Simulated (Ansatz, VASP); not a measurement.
# NbCu4W in two plane-wave programs, part 2 of 3

Aim: how closely do two programs agree when they are given the same cell, functional and k mesh? The cell is invented: As first built, before any earlier steps moved the atoms (in the runner's words): it takes the ZrNbFe4 structure with some of its atoms replaced by other elements, volume scaled by an estimate. It may not be a known or stable phase. The cell is a member of a volume series, scaled by 0.94 from a relaxed one, so a pressure remains.

VASP 6.6.1 and Ansatz 0.2.0.

So far: The starting structure; VASP: single point, PBE, volume scaled by 0.94.

**3. Ansatz: single point, PBE, volume scaled by 0.94**

Level of this step: Ansatz beside VASP: Kohn-Sham DFT, plane waves, PBE (Ansatz).

Ansatz runs on its default PAW (the set named soft_2) files.

The same cell, functional, mesh and smearing now go to Ansatz, which takes its cutoff from its data sets.

input.yaml

```yaml
crystal:
  lattice:
    - [0.0, 3.3552557435, 3.3552557435]
    - [3.3552557435, 0.0, 3.3552557435]
    - [3.3552557435, 3.3552557435, 0.0]
  atoms:
    - { symbol: W, position: [0.75, 0.75, 0.75] }
    - { symbol: Nb, position: [0.5, 0.5, 0.5] }
    - { symbol: Cu, position: [0.6251818839, 0.124939372, 0.124939372], spin: 0.6 }
    - { symbol: Cu, position: [0.124939372, 0.6251818839, 0.124939372], spin: 0.6 }
    - { symbol: Cu, position: [0.124939372, 0.124939372, 0.6251818839], spin: 0.6 }
    - { symbol: Cu, position: [0.124939372, 0.124939372, 0.124939372], spin: 0.6 }
hamiltonian:
  xc: pbe
  pseudopotentials: { kind: paw }
magnetization:
  spin_polarized: true
kpoints:
  mp_grid: { grid: [7, 7, 7] }
scf:
  occupations: { method: gaussian, width: 0.1 }
  n_extra_bands: 5
output:
  forces: true
  stress: true
  eigenvalues: true
```

The run is started by

```sh
> ansatz run input.yaml --threads 4 --pin off --max-ram 9216MiB --backend cpu --events-out ev --progress --plain --runs-dir out
```

Numbers of over 12 decimals in the logs are rounded to 6 here.

Output:

```text
Warning: the band count 57 (scf.n_extra_bands) hosts the net moment |M| = 2.4000 μB (N_el = 103) but caps the reachable moment at 2·n_bands − N_el = 11.0000 μB, below the 64 bands that the automatic rule leaves for it — a moment growing past the seed, or the majority channel's smearing tail, pins there with fewer empty majority states than that count leaves; raise or omit scf.n_extra_bands unless the cap is intended
scf.n_extra_bands = 5 over 52 filled bands (N_el = 103.0): the run solves 57 bands
Engine: ansatz 0.2.0, aarch64-unknown-linux-gnu
Pseudopotentials: kind: paw
Pseudopotential: W, paw, valence charge 14, recommended cutoff 420 eV (normal), W.paw.azcp
Pseudopotential: Nb, paw, valence charge 13, recommended cutoff 420 eV (normal), Nb.paw.azcp
Pseudopotential: Cu, paw, valence charge 19, recommended cutoff 420 eV (normal), Cu.paw.azcp
Functional definition: PBE
  parameter kappa = 0.804
  parameter beta = 0.066725
  exchange = pbe_x(kappa = kappa, mu = beta*pi^2/3)
  correlation = pbe_c(beta = beta)
Crystal: 6 atoms, lattice volume = 75.545 Å³
Basis set: ecut = 420 eV, 1459 PW (Γ), exchange–correlation on 64×64×64 points (8 copies of the dense FFT grid, shifted against one another)
Bands: 57, of which v1, the nominal top of the filled ones, is band 52 counted from 1 (51 counted from 0)
Symmetry: 24 space group operations
Space group: F-43m (ITA 216), of the structure as read, at distance tolerance 4.2e-5 Å
Magnetic group: BNS 216.74 (UNI 1576), of the structure as read, at distance tolerance 4.2e-5 Å
k-points: 20 of 343 (time reversal used)
Non-local potential: W, projectors of the file, l = 0: 3, l = 1: 2, l = 2: 2, l = 3: 1
Non-local potential: Nb, projectors of the file, l = 0: 3, l = 1: 2, l = 2: 2, l = 3: 1
Non-local potential: Cu, projectors of the file, l = 0: 3, l = 1: 2, l = 2: 3, l = 3: 1
PAW form: soft (Blöchl's): semilocal exchange-correlation on the pseudo side does not see the compensation charge
PAW one-centre angular grid: W, 590 points (default); XC on 64 Gauss nodes
PAW one-centre angular grid: Nb, 590 points (default); XC on 64 Gauss nodes
PAW one-centre angular grid: Cu, 590 points (default); XC on 64 Gauss nodes
Initial density: superposition of atomic densities (chi_scale 0.1, normalization cell, long waves kept (reshape's long-wave potential 0.00 eV rms))
Starting moments: Σ|m| = 2.4 μB on 4 of 6 sites
Initial wavefunctions: pseudopotential atomic-orbital guess
Functional: x = pbe(κ = 0.804, μ = 0.219515), c = pbe(β = 0.066725)
SCF iter   1: F=—  HF=-41440.659711 eV  |F-HF|=—  |Δ(HF+E_count)|=         —  Δρ=1.51e-1 (↑1.51e-1 ↓9.62e-2)  dr2=3.03e1  dr2_m=6.29e-1  M=1.411 μB ∫|m|=1.448 μB  β_m=0.30  ethr=3.10e-3  ⟨swp⟩=4.2  Hψ=6946  notcnv=0
preconditioner: auto → Kerker (q_TF=auto, 2.873 Å⁻¹)  [metal: Δε(μ)=0.038 eV  Ē_g=7.542 eV  σ=0.100 eV  W_gap=0.21  n_scr=26 (ndim 8)  ℏωp=33.4 eV  f_vac=0.000  D(μ)=5.74/eV (n_scr^D=58)]
spin=Collinear: Kerker preconditioning applied to the charge; magnetization (m = ρ↑ − ρ↓) channel mixes plain (no charge-response kernel on spin).
SCF iter   2: F=—  HF=-41437.821461 eV  |F-HF|=—  |Δ(HF+E_count)|=    2.84e0  Δρ=6.16e-2 (↑4.49e-2 ↓6.16e-2)  dr2=3.27e0  dr2_m=1.38e0  M=0.852 μB ∫|m|=0.877 μB  β_m=0.30  ethr=3.10e-3  ⟨swp⟩=3.0  Hψ=5198  notcnv=0  defer=11
SCF iter   3: F=—  HF=-41436.995217 eV  |F-HF|=—  |Δ(HF+E_count)|=   8.26e-1  Δρ=5.71e-2 (↑5.71e-2 ↓2.11e-2)  dr2=2.57e0  dr2_m=5.37e-1  M=0.994 μB ∫|m|=1.018 μB  β_m=0.30  ethr=3.10e-3  ⟨swp⟩=2.1  Hψ=3976  notcnv=0  defer=13
SCF iter   4: F=—  HF=-41436.220480 eV  |F-HF|=—  |Δ(HF+E_count)|=   7.75e-1  Δρ=2.57e-2 (↑2.51e-2 ↓2.57e-2)  dr2=8.81e-2  dr2_m=4.24e-1  M=0.756 μB ∫|m|=0.782 μB  β_m=0.30  ethr=2.49e-3  ⟨swp⟩=2.1  Hψ=3745  notcnv=0  defer=13
SCF iter   5: F=—  HF=-41436.308571 eV  |F-HF|=—  |Δ(HF+E_count)|=   8.81e-2  Δρ=2.60e-2 (↑1.51e-2 ↓2.60e-2)  dr2=4.99e-2  dr2_m=2.81e-1  M=0.669 μB ∫|m|=0.692 μB  β_m=0.30  ethr=8.56e-5  ⟨swp⟩=2.2  Hψ=3845  notcnv=0  defer=11
SCF iter   6: F=—  HF=-41436.373488 eV  |F-HF|=—  |Δ(HF+E_count)|=   6.49e-2  Δρ=2.13e-2 (↑1.08e-2 ↓2.13e-2)  dr2=6.18e-2  dr2_m=1.77e-1  M=0.602 μB ∫|m|=0.622 μB  β_m=0.30  ethr=4.85e-5  ⟨swp⟩=2.0  Hψ=3579  notcnv=0  defer=11
SCF iter   7: F=—  HF=-41436.378869 eV  |F-HF|=—  |Δ(HF+E_count)|=   5.38e-3  Δρ=1.55e-2 (↑9.23e-3 ↓1.55e-2)  dr2=2.47e-2  dr2_m=1.05e-1  M=0.558 μB ∫|m|=0.576 μB  β_m=0.30  ethr=4.85e-5  ⟨swp⟩=1.0  Hψ=2266  notcnv=0  defer=11
SCF iter   8: F=—  HF=-41436.380124 eV  |F-HF|=—  |Δ(HF+E_count)|=   1.26e-3  Δρ=1.06e-2 (↑8.36e-3 ↓1.06e-2)  dr2=3.81e-3  dr2_m=6.22e-2  M=0.522 μB ∫|m|=0.537 μB  β_m=0.30  ethr=2.40e-5  ⟨swp⟩=1.4  Hψ=2384  notcnv=0  defer=11
Mixer restart at iter 8: flushing history
spin-set hold released at iteration 8 (site moments contracting): the magnetisation degrees of freedom join the quasi-Newton model from the next iteration; the mixer history was flushed
SCF iter   9: F=—  HF=-41436.382960 eV  |F-HF|=—  |Δ(HF+E_count)|=   2.84e-3  Δρ=7.61e-3 (↑7.16e-3 ↓7.61e-3)  dr2=3.72e-4  dr2_m=3.77e-2  M=0.489 μB ∫|m|=0.502 μB  β_m=0.65  ethr=3.69e-6  ⟨swp⟩=1.5  Hψ=2775  notcnv=0  defer=11
[...]
SCF iter  11: F=—  HF=-41436.388950 eV  |F-HF|=—  |Δ(HF+E_count)|=   4.93e-3  Δρ=1.15e-3 (↑1.15e-3 ↓8.82e-4)  dr2=1.48e-3  dr2_m=2.92e-4  M=0.323 μB ∫|m|=0.327 μB  β_m=0.70  ethr=3.61e-7  ⟨swp⟩=3.0  Hψ=5209  notcnv=0  defer=11
SCF iter  12: F=—  HF=-41436.389193 eV  |F-HF|=—  |Δ(HF+E_count)|=   2.43e-4  Δρ=7.81e-4 (↑7.81e-4 ↓5.88e-4)  dr2=4.64e-4  dr2_m=1.96e-4  M=0.277 μB ∫|m|=0.280 μB  β_m=0.85  ethr=3.61e-7  ⟨swp⟩=1.7  Hψ=3040  notcnv=0  defer=12
SCF iter  13: F=—  HF=-41436.389591 eV  |F-HF|=—  |Δ(HF+E_count)|=   3.98e-4  Δρ=5.76e-4 (↑3.90e-4 ↓5.76e-4)  dr2=1.65e-4  dr2_m=1.11e-4  M=0.210 μB ∫|m|=0.212 μB  β_m=0.93  ethr=3.61e-7  ⟨swp⟩=2.0  Hψ=3387  notcnv=0  defer=12
SCF iter  14: F=—  HF=-41436.389988 eV  |F-HF|=—  |Δ(HF+E_count)|=   3.97e-4  Δρ=2.88e-4 (↑2.88e-4 ↓2.68e-4)  dr2=1.68e-4  dr2_m=3.84e-5  M=0.116 μB ∫|m|=0.117 μB  β_m=0.80  ethr=1.60e-7  ⟨swp⟩=2.0  Hψ=3941  notcnv=0  defer=12
SCF iter  15: F=—  HF=-41436.390099 eV  |F-HF|=—  |Δ(HF+E_count)|=   1.11e-4  Δρ=1.93e-4 (↑1.93e-4 ↓1.26e-4)  dr2=3.61e-5  dr2_m=6.48e-6  M=0.051 μB ∫|m|=0.051 μB  β_m=0.88  ethr=1.60e-7  ⟨swp⟩=2.0  Hψ=3937  notcnv=0  defer=12
SCF iter  16: F=—  HF=-41436.390100 eV  |F-HF|=—  |Δ(HF+E_count)|=   1.43e-6  Δρ=5.59e-5 (↑5.59e-5 ↓3.60e-5)  dr2=1.92e-6  dr2_m=7.10e-7  M=0.018 μB ∫|m|=0.018 μB  β_m=0.94  ethr=3.51e-8  ⟨swp⟩=2.0  Hψ=3658  notcnv=0  defer=12
SCF iter  17: F=—  HF=-41436.390105 eV  |F-HF|=—  |Δ(HF+E_count)|=   4.14e-6  Δρ=9.93e-6 (↑9.93e-6 ↓9.18e-6)  dr2=1.98e-7  dr2_m=4.09e-9  M=0.001 μB ∫|m|=0.001 μB  β_m=0.97  ethr=1.86e-9  ⟨swp⟩=2.0  Hψ=4219  notcnv=0  defer=12
SCF iter  18: F=—  HF=-41436.390105 eV  |F-HF|=—  |Δ(HF+E_count)|=   5.15e-9  Δρ=2.13e-6 (↑1.96e-6 ↓2.13e-6)  dr2=1.14e-8  dr2_m=6.50e-10  M=-0.000 μB ∫|m|=0.000 μB  β_m=0.99  ethr=9.71e-11  ⟨swp⟩=6.0  Hψ=8569  notcnv=0
SCF iter  19: F=—  HF=-41436.390105 eV  |F-HF|=—  |Δ(HF+E_count)|=  4.37e-10  Δρ=7.93e-7 (↑7.93e-7 ↓6.13e-7)  dr2=3.77e-10  dr2_m=1.93e-10  M=-0.000 μB ∫|m|=0.000 μB  β_m=0.99  ethr=1.10e-11  ⟨swp⟩=2.8  Hψ=4830  notcnv=0
SCF iter  20: F=-41436.390105 eV  HF=-41436.390105 eV  |F-HF|=1.46e-11  |Δ(HF+E_count)|=  7.49e-10  Δρ=1.96e-7 (↑1.96e-7 ↓1.81e-7)  dr2=3.05e-11  dr2_m=1.86e-11  M=-0.000 μB ∫|m|=0.000 μB  ethr=1.00e-12  ⟨swp⟩=2.9  Hψ=4808  notcnv=0
SCF 1 converged in 20 iterations: F = -41436.390105 eV  dr2 = 3.05e-11
  greatest PAW one-centre occupation: 1.000 electrons in one spin orbital (limit 2), on the Cu atom at site 5 (counted from 0), in its partial waves of l = 0
WARN: the starting moments were not kept: the SCF closed with an absolute magnetisation of 1.9e-5 μB, where they sum to 2.4 μB in size (4 sites). That is at most 0.1 of that sum. Measured as dr2_m measures the in/out step, that magnetisation stands 3.7e-11 eV from none, at or under the dr2_threshold of 1.0e-7 eV: it is no larger than a step whose dr2_m would equal this threshold. The system may hold no moment; this S [...]
SCF converged after 20 iterations
Magnetization: -0.0000 μB (51.5000 up, 51.5000 down)
Absolute magnetization: 0.0000 μB (∫|ρ↑−ρ↓|, with the PAW one-centre terms)
Spin contamination: 0.0000 ħ² per cell (⟨S²⟩ above its minimum at these occupations)
Per-site moments (μB) at R_I (Å): [(-9.007070863587524e-6, 1.147537), (4.178689013065202e-6, 1.147638), (-4.731610762753936e-7, 0.978192), (-4.7316107687113074e-7, 0.978192), (-4.7316107656912284e-7, 0.978192), (-4.731610765744948e-7, 0.978192)]
Free energy (F): -41436.390105 eV
Harris-Foulkes:  -41436.390105 eV  (|F-HF|=1.46e-11)
Internal energy: -41436.342823 eV  (E = F + TS)
E sigma→0 (E₀):  -41436.366464 eV
Entropy (-TS):   -0.047282 eV (-7.880 meV/atom)
Fermi energy:    19.651782 eV
--- Per-component energies (eV) ---
  E_band       = -1407.430296
  E_kinetic    = 2048.607326
  E_local      = -18766.102296  (includes V_loc(G=0)·N_el)
  E_nonlocal   = 1657.663929
  E_hartree    = 8286.761264
  E_xc         = -806.812570
  E_vxc        = -922.380376  (∫ρ·V_xc dr)
  E_paw        = -18265.265916  (= ΣΔE_a)
  E_vpaw       = -1998.742733  (= ΣTr[D̂ρ^β])
  E_aug_tail   = 0.000978  (compensation charges beyond the density's cutoff)
  E_ewald      = -15591.195539
  E_smearing   = -0.047282  (= −TS)
  E_closure    = -0.000000  (closes the sum)
  Σ components = -41436.390105   (vs F -41436.390105, Δ=0.00e0)
--- Forces (eV/Å), atoms counted from 1 ---
  atom   1  W      0.00000000    -0.00000000     0.00000000
  atom   2  Nb    -0.00000000     0.00000000     0.00000000
  atom   3  Cu    -0.01915284     0.01915284     0.01915284
  atom   4  Cu     0.01915284    -0.01915284     0.01915284
  atom   5  Cu     0.01915284     0.01915284    -0.01915284
  atom   6  Cu    -0.01915284    -0.01915284    -0.01915284
  max |Σ_I F_I| component: 7.98e-17 eV/Å
--- Stress (GPa, compression-positive) ---
       14.038440      -0.000000      -0.000000
        0.000000      14.038440       0.000000
       -0.000000       0.000000      14.038440
  P = ⅓ Tr σ = 14.0384 GPa (140.384 kbar)
--- Band table (eV; the first three rows and the last of 40) ---
  k-point 0 ↑: bands = [... 48 lower, 18.1489, 18.1489, 19.4779, 19.5601, 19.5601, 19.5601, 22.9493, 22.9493, ... 1 higher]
  k-point 1 ↑: bands = [... 48 lower, 18.4375, 18.6198, 18.6198, 19.5032, 19.5032, 20.6860, 22.8573, 22.8573, ... 1 higher]
  k-point 2 ↑: bands = [... 48 lower, 18.5747, 18.8404, 18.8404, 19.4873, 19.4873, 21.2607, 22.6818, 22.6818, ... 1 higher]
  k-point 19 ↓: bands = [... 48 lower, 19.2342, 19.4993, 19.6241, 19.7102, 20.7224, 21.3651, 21.7614, 22.0932, ... 1 higher]
```

Elapsed: 8.8 s, on 4 threads of Arm Neoverse V2, shared host; peak memory 0.38 GiB; 33 s of CPU time.

In the SCF lines HF is the Harris–Foulkes energy and dr2 the Hartree energy of the density residual, in eV; the loop may stop once dr2 is under the threshold and the program's other checks hold. Hψ counts applications of the Hamiltonian.

The run ends at a pressure of 14.04 GPa, with forces up to 0.033 eV/Å.

**4. Side by side**

Known differences besides the potentials themselves: the data sets hold 103 valence electrons in Ansatz (default PAW (the set named soft_2) files) and 63 in VASP; the cutoff is 420 eV in Ansatz and 400 eV in VASP; VASP leaves aspherical gradient terms in its spheres out (LASPH is not set), Ansatz keeps them. Total energies have different zeros and are not compared.

Both answers:

| quantity | Ansatz | VASP | difference |
| --- | --- | --- | --- |
| pressure (GPa) | 14.04 | 13.10 | +0.94 |
| pressure without Ansatz's Pulay correction (GPa) | 13.94 | 13.10 | +0.84 |

Ansatz's pressure holds a Pulay correction of 0.10 GPa; VASP's holds none.

**5. Ansatz: single point, PBE, volume scaled by 0.96**

A single point gives forces, pressure and levels at one fixed geometry, so differences don't come from the geometry; what else differs is listed under the comparison. The cell compared in this pair holds 77.15 Å³, against 75.55 Å³ for the pair before.

The cell is a member of a volume series, scaled by 0.96 from a relaxed one, so a pressure remains.

Edit input.yaml of step 3 so:

```diff
@@ -2,5 +2,5 @@
   lattice:
-    - [0.0, 3.3552557435, 3.3552557435]
-    - [3.3552557435, 0.0, 3.3552557435]
-    - [3.3552557435, 3.3552557435, 0.0]
+    - [0.0, 3.3788850836, 3.3788850836]
+    - [3.3788850836, 0.0, 3.3788850836]
+    - [3.3788850836, 3.3788850836, 0.0]
   atoms:
@@ -26 +26,5 @@
   eigenvalues: true
+  write_density: true
+  write_potential: true
+  elf: true
+  volumetric_format: npy
```

Output:

```text
[...]
Crystal: 6 atoms, lattice volume = 77.153 Å³
Basis set: ecut = 420 eV, 1459 PW (Γ), exchange–correlation on 64×64×64 points (8 copies of the dense FFT grid, shifted against one another)
Bands: 57, of which v1, the nominal top of the filled ones, is band 52 counted from 1 (51 counted from 0)
Symmetry: 24 space group operations
[...]
k-point 1 ↑: bands = [... 48 lower, 17.9824, 18.1505, 18.1505, 19.0082, 19.0082, 20.1815, 22.2813, 22.2813, ... 1 higher]
  k-point 2 ↑: bands = [... 48 lower, 18.1130, 18.3717, 18.3717, 18.9922, 18.9922, 20.7352, 22.1126, 22.1126, ... 1 higher]
  k-point 19 ↓: bands = [... 48 lower, 18.7525, 19.0066, 19.1252, 19.2178, 20.2098, 20.8394, 21.2241, 21.5453, ... 1 higher]
[key lines of the parts left out:]
SCF converged after 20 iterations
Magnetization: 0.0000 μB (51.5000 up, 51.5000 down)
Free energy (F): -41436.505137 eV
Fermi energy:    19.156461 eV
P = ⅓ Tr σ = 8.9909 GPa (89.909 kbar)
```

Run time: 12 s. Hardware: 4 threads; peak memory 0.43 GiB.

The run ends at a pressure of 8.99 GPa, with forces up to 0.032 eV/Å.

**6. VASP: single point, PBE, volume scaled by 0.96**

The same cell, functional, mesh and smearing now go to VASP, with its own data sets and cutoff.

INCAR

```
SYSTEM = NbCu4W
PREC = Accurate
ENCUT = 400
EDIFF = 1E-06
NELM = 100
ISMEAR = 0
SIGMA = 0.1
LREAL = .FALSE.
ALGO = Normal
GGA = PE
NBANDS = 42
ISPIN = 2
MAGMOM = 0 0 0.6 0.6 0.6 0.6
LMAXMIX = 4
LORBIT = 11
LWAVE = .FALSE.
LCHARG = .FALSE.
KPAR = 2
ISIF = 2
```

POSCAR

```
NbCu4W
1.0
    0.0000000000      3.3788850836      3.3788850836
    3.3788850836      0.0000000000      3.3788850836
    3.3788850836      3.3788850836      0.0000000000
W Nb Cu
1 1 4
Direct
    0.7500000000      0.7500000000      0.7500000000
    0.5000000000      0.5000000000      0.5000000000
    0.6251818839      0.1249393720      0.1249393720
    0.1249393720      0.6251818839      0.1249393720
    0.1249393720      0.1249393720      0.6251818839
    0.1249393720      0.1249393720      0.1249393720
```

KPOINTS

```
Automatic mesh
0
Gamma
7 7 7
0 0 0
```

PAW data sets: W, Nb_sv and Cu (PBE family, release 54).

The run is started by

```sh
> mpirun -np 2 vasp_std
```

Output:

```text
[... set-up lines as in an earlier step ...]
 entering main loop
       N       E                     dE             d eps       ncg     rms          rms(c)
DAV:   1     0.605695187548E+03    0.60570E+03   -0.23110E+04  3392   0.192E+03
DAV:   2     0.386867026526E+02   -0.56701E+03   -0.54126E+03  3364   0.465E+02
DAV:   3    -0.371033682254E+02   -0.75790E+02   -0.69273E+02  4356   0.198E+02
DAV:   4    -0.439327362870E+02   -0.68294E+01   -0.65939E+01  5662   0.574E+01
[...]
DAV:  15    -0.367614666043E+02    0.29316E-04   -0.16278E-04  5644   0.176E-01    0.124E-02
DAV:  16    -0.367614702999E+02   -0.36955E-05   -0.24609E-05  5180   0.351E-02    0.586E-03
DAV:  17    -0.367614705471E+02   -0.24720E-06   -0.57711E-07  2246   0.877E-03
   1 F= -.36761471E+02 E0= -.36739045E+02  d E =-.448515E-01  mag=     0.0020
```

From OUTCAR (step 6):

```text
  Total        3.8996657      3.8996657      3.8996657      0.0000000      0.0000000      0.0000000
  in kB       80.9818507     80.9818507     80.9818507      0.0000000      0.0000000      0.0000000
  external PRESSURE =      80.9818507 kB  Pullay stress =       0.0000000 kB

 POSITION                                       TOTAL-FORCE (eV/Angst)
 -----------------------------------------------------------------------------------
      5.06833      5.06833      5.06833         0.000000      0.000000      0.000000
      3.37889      3.37889      3.37889         0.000000      0.000000      0.000000
      0.84431      2.53457      2.53457        -0.019346      0.019346      0.019346
      2.53457      0.84431      2.53457         0.019346     -0.019346      0.019346
      2.53457      2.53457      0.84431         0.019346      0.019346     -0.019346
      0.84431      0.84431      0.84431        -0.019346     -0.019346     -0.019346
 -----------------------------------------------------------------------------------
    total drift:                               -0.000001     -0.000001     -0.000002

  FREE ENERGIE OF THE ION-ELECTRON SYSTEM (eV)
  ---------------------------------------------------
  free  energy   TOTEN  =       -36.7614705471 eV

  energy  without entropy=      -36.7166190520  energy(sigma->0) =      -36.73904480

 magnetization (x)
# of ion       s       p       d       tot
------------------------------------------
    1        0.000   0.000   0.001   0.001
    2        0.000   0.000   0.001   0.001
    3        0.000   0.000   0.000   0.000
    4        0.000   0.000   0.000   0.000
    5        0.000   0.000   0.000   0.000
    6        0.000   0.000   0.000   0.000
--------------------------------------------------
tot          0.000   0.000   0.003   0.003

[... 1 part as in an earlier step ...]

[... 2 further parts left out ...]
[key lines of the parts left out:]
E-fermi :   8.9275
```

The run ends at a pressure of 8.10 GPa, with forces up to 0.034 eV/Å.

**7. Side by side**

Compared:

| quantity | Ansatz | VASP | difference |
| --- | --- | --- | --- |
| pressure (GPa) | 8.99 | 8.10 | +0.89 |
| pressure without Ansatz's Pulay correction (GPa) | 8.89 | 8.10 | +0.80 |

Ansatz's pressure holds a Pulay correction of 0.10 GPa; VASP's holds none.

(Continued in part 3 of 3.)

[Lines on the potential files, build, host, timing and source positions are cut from VASP's logs without a mark.]

[Logs are printed without paths, hosts, clocks, repeated set-up lines and the standing remarks that a program may print on its own settings, such as how far it seeks lower states.]

[Hosts, paths, dates, database ids (printed as entryN), source tags and the programs' standing remarks are cut or masked in the printed files.]
